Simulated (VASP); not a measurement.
Consider the following.

```
CELL_PARAMETERS angstrom
      2.96546     0.00000     0.00000
      0.00000     2.96546     0.00000
      0.00000     0.00000     2.96546
ATOMIC_POSITIONS crystal
  Ga 0.50000 0.50000 0.50000
  Co 0.00000 0.00000 0.00000
```

Calculation: RPBE GGA, VASP's PBE PAW potentials (set 64) (plane waves; VASP 6.6.1). Run with 520 eV cut-off, 13×13×13 Γ-centred mesh, first-order Methfessel-Paxton smearing of 0.10 eV, potentials Ga_d Co.

Task: Predict the energy per atom (σ→0), pressure, band gap (on the k-mesh) with the smallest direct gap where there is one.

Result: 
```
Property                                                     Value
------------------------  ----------------------------------------
band gap (on the k-mesh)  none (metal, semimetal or under 0.01 eV)
energy per atom (σ→0)                               -4.741 eV/atom
pressure                                                 -8.23 GPa
```

The absolute energy has meaning only against runs of the same code, potentials and settings.

The compound is CoGa in the CsCl type structure. This cell is one point of a volume scan, at 1.06 of the reference volume. The run is not spin-polarised, so no magnetic state was tried.
